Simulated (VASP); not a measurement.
Set up this calculation in VASP 6.6.1, as the native input.

```yaml
Task: single point
Functional: PBE
Potentials_or_basis: VASP PAW PBE potentials, release 64 (Na_pv, B, I)
Cutoff: 520 eV
k_mesh: 8 × 8 × 6
Occupations: gaussian, width 0.1 eV
Spin: no spin polarisation
Dipole_correction: no
Further_INCAR_settings: ALGO = Fast; EDIFF = 1e-06; NBANDS = 28
```

The structure of NaBI4 lies in POSCAR:

```
NaBI4
1.0
    5.0018721966      0.0000000000      0.0000000000
    0.0000000000      5.0018721966      0.0000000000
    0.0000000000      0.0000000000      8.4003126975
Na B I
1 1 4
Direct
    0.5000000000      0.5000000000      0.5000000000
    0.0000000000      0.0000000000      0.0000000000
    0.5000000000      0.0000000000      0.7684325995
    0.0000000000      0.5000000000      0.2315674005
    0.5000000000      0.0000000000      0.2315674005
    0.0000000000      0.5000000000      0.7684325995
```

The cell was built by a generator and needn't be a form met in nature.

The cell isn't the ideal one: species swapped into the CePrO4 type (P4/mmm, No. 123).

The input as run:

INCAR

```
PREC = Accurate ; ENCUT = 520
EDIFF = 1E-6 ; ISMEAR = 0
SIGMA = 0.1 ; LREAL = F
LASPH = T ; NELM = 100
ALGO = Fast ; ISIF = 2
LWAVE = F ; LCHARG = T
GGA = PE ; LELF = T
LVHAR = T ; NBANDS = 28
```

KPOINTS

```
Automatic mesh
0
Gamma
  8 8 6
```

Potentials or basis: VASP PAW PBE potentials, release 64 (Na_pv, B, I).

Command:

```bash
$ cat potpaw_PBE.64/Na_pv/POTCAR potpaw_PBE.64/B/POTCAR potpaw_PBE.64/I/POTCAR > POTCAR
$ mpirun -np 1 vasp_std > vasp.out
```

It gave:

| Item | Value |
| --- | --- |
| Pressure | 0.0 GPa |
| Band gap on the k mesh | none (metal or under the smearing width) |

Wall time 5.4 min on 1 thread of Intel(R) Xeon(R) Platinum 8559C (Emerald Rapids), on a shared host, peak memory 0.51 GiB.
